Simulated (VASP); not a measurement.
All values below come from optB86b-vdW, VASP's PBE PAW potentials (set 64) (plane waves; VASP).

VASP input:

File POSCAR:
```
BaHfO3
8.5160560
  0.5000000074   0.0000000000   0.0000000000
  0.0000000000   0.5000000074   0.0000000000
  0.0000000000   0.0000000000   0.5000000074
Ba Hf O
1 1 3
direct
  0.0000000000   0.0000000000   0.0000000000
  0.5000000000   0.5000000000   0.5000000000
  0.5000000000   0.0000000000   0.5000000000
  0.0000000000   0.5000000000   0.5000000000
  0.5000000000   0.5000000000   0.0000000000
```

KPOINTS:
```
kpoints
0
Gamma
5 5 5
```

**INCAR**
```
ALGO=Normal
GGA=MK
SIGMA=0.05   # width (eV)
LCHARG=.FALSE.
ISMEAR=0
LREAL=.FALSE.   # projection in real space or not
LASPH=.TRUE.   # aspherical one-centre terms
ENCUT=520   # plane-wave cut-off (eV)
PARAM2=1.0
ISIF=2   # forces and stress, cell fixed
PREC=Accurate
NELM=100
SYSTEM=BaHfO3
LUSE_VDW=.TRUE.
LMAXMIX=6   # l cut-off of mixed one-centre charges
AGGAC=0.0
EDIFF=1E-7   # SCF stop (eV)
PARAM1=0.1234
LWAVE=.FALSE.
```

POTCAR, in this order: Ba_sv Hf_pv O (PBE.64 set). Program: vasp_std.

The run wrote:

**OSZICAR**
```
       N       E                     dE             d eps       ncg     rms          rms(c)
DAV:   1     0.248849722486E+03    0.24885E+03   -0.21315E+04   460   0.159E+03
DAV:   2    -0.290563197436E+02   -0.27791E+03   -0.27504E+03   635   0.348E+02
DAV:   3    -0.418032043014E+02   -0.12747E+02   -0.12726E+02   559   0.754E+01
DAV:   4    -0.420761593711E+02   -0.27296E+00   -0.27285E+00   683   0.990E+00
DAV:   5    -0.420818302921E+02   -0.56709E-02   -0.56706E-02   583   0.101E+00    0.523E+01
DAV:   6    -0.351300667413E+02    0.69518E+01   -0.44799E+01   572   0.372E+01    0.482E+01
DAV:   7    -0.350001298686E+02    0.12994E+00   -0.27181E+00   618   0.103E+01    0.322E+01
DAV:   8    -0.349784289529E+02    0.21701E-01   -0.57160E-01   586   0.599E+00    0.579E+00
DAV:   9    -0.349522330551E+02    0.26196E-01   -0.16703E-01   572   0.247E+00    0.149E+00
DAV:  10    -0.349520495345E+02    0.18352E-03   -0.15334E-02   579   0.812E-01    0.720E-01
DAV:  11    -0.349517544237E+02    0.29511E-03   -0.13720E-03   593   0.243E-01    0.220E-01
DAV:  12    -0.349517908608E+02   -0.36437E-04   -0.11342E-04   603   0.747E-02    0.175E-01
DAV:  13    -0.349517973504E+02   -0.64896E-05   -0.23600E-05   573   0.316E-02    0.184E-02
DAV:  14    -0.349517976304E+02   -0.27995E-06   -0.89729E-07   696   0.634E-03    0.530E-03
DAV:  15    -0.349517977108E+02   -0.80473E-07   -0.42977E-07   557   0.483E-03
   1 F= -.34951798E+02 E0= -.34951798E+02  d E =-.612801E-17
```

**OUTCAR**
```
------------------------ aborting loop because EDIFF is reached ----------------------------------------
  FORCE on cell =-STRESS in cart. coord.  units (eV):
  Direction    XX          YY          ZZ          XY          YZ          ZX
  --------------------------------------------------------------------------------------
  Total       -4.1626661     -4.1626661     -4.1626661      0.0000000     -0.0000000     -0.0000000
  in kB      -86.3886320    -86.3886320    -86.3886320      0.0000000     -0.0000000     -0.0000000
  external PRESSURE =     -86.3886320 kB  Pullay stress =       0.0000000 kB
  volume of cell :       77.20
      direct lattice vectors                 reciprocal lattice vectors
     4.258028063  0.000000000  0.000000000     0.234850495  0.000000000  0.000000000
     0.000000000  4.258028063  0.000000000     0.000000000  0.234850495  0.000000000
     0.000000000  0.000000000  4.258028063     0.000000000  0.000000000  0.234850495
 POSITION                                       TOTAL-FORCE (eV/Angst)
 -----------------------------------------------------------------------------------
      0.00000      0.00000      0.00000         0.000000      0.000000      0.000000
      2.12901      2.12901      2.12901         0.000000      0.000000      0.000000
      2.12901      0.00000      2.12901         0.000000      0.000000      0.000000
      0.00000      2.12901      2.12901         0.000000      0.000000      0.000000
      2.12901      2.12901      0.00000         0.000000      0.000000      0.000000
 -----------------------------------------------------------------------------------
    total drift:                                0.000000     -0.000000     -0.000000
  FREE ENERGIE OF THE ION-ELECTRON SYSTEM (eV)
  ---------------------------------------------------
  free  energy   TOTEN  =       -34.9517977108 eV

  energy  without entropy=      -34.9517977108  energy(sigma->0) =      -34.95179771
```
(Selected blocks of OUTCAR.)

The compound is BaHfO3 in the cubic perovskite structure. This cell is one point of a volume scan, at 1.06 of the reference volume.
